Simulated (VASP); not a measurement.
A cell of Ta (bcc) near equilibrium:

```yaml
crystal:
  lattice:
    - [-1.65257, 1.65257, 1.65257]
    - [1.65257, -1.65257, 1.65257]
    - [1.65257, 1.65257, -1.65257]
  atoms:
    - { symbol: Ta, position: [0.00000, 0.00000, 0.00000] }
```

These are r2SCAN meta-GGA, VASP's PBE PAW potentials (set 64) (plane waves; VASP 6.6.1) values and carry that method's errors.

```json
[
 {"run": "as it is", "ΔE (meV/atom)": "0.0", "σxx": "0.05", "σyy": "0.05", "σzz": "0.05", "largest shear component, with its sign (GPa)": "0.00", "largest force (eV/Å)": "0.000"},
 {"run": "after one change", "ΔE (meV/atom)": "97.7", "σxx": "22.99", "σyy": "22.99", "σzz": "16.00", "largest shear component, with its sign (GPa)": "0.00", "largest force (eV/Å)": "0.000"}
]
```
Stress is in GPa, positive when the cell is compressed.

Q: Name the change that produced these shifts.
A) uniaxial strain of -0.5 % along x
B) uniaxial strain of -0.5 % along z
C) biaxial strain of -1.5 % in the xy plane
D) biaxial strain of -4.0 % in the xy plane

A: D, biaxial strain of -4.0 % in the xy plane

The compound is Ta in the bcc structure.
